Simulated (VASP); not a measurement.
Data:

```yaml
crystal:
  lattice:
    - [0.00000, 3.02430, 3.02430]
    - [3.02430, 0.00000, 3.02430]
    - [3.02430, 3.02430, 0.00000]
  atoms:
    - { symbol: Al, position: [0.25000, 0.25000, 0.25000] }
    - { symbol: Al, position: [0.75000, 0.75000, 0.75000] }
    - { symbol: Au, position: [0.00000, 0.00000, 0.00000] }
```

The numbers are results of PBE GGA with D4 dispersion, VASP's PBE PAW potentials (set 64) (plane waves; VASP), not measurements. Settings: 520 eV cut-off, 9×9×9 Γ-centred mesh, first-order Methfessel-Paxton smearing of 0.10 eV, potentials Al Au.

**Question.** Give the stress tensor in GPa (positive for a compressed cell).

**Answer.** 
```
-3.06   0.00   0.00
 0.00  -3.06   0.00
 0.00   0.00  -3.06
```
The pressure is its mean diagonal, -3.06 GPa.

The compound is AuAl2 in the fluorite structure. This cell is one point of a volume scan, at 1.03 of the reference volume. The electron count is odd and the run is not spin-polarised, which forces a metal.
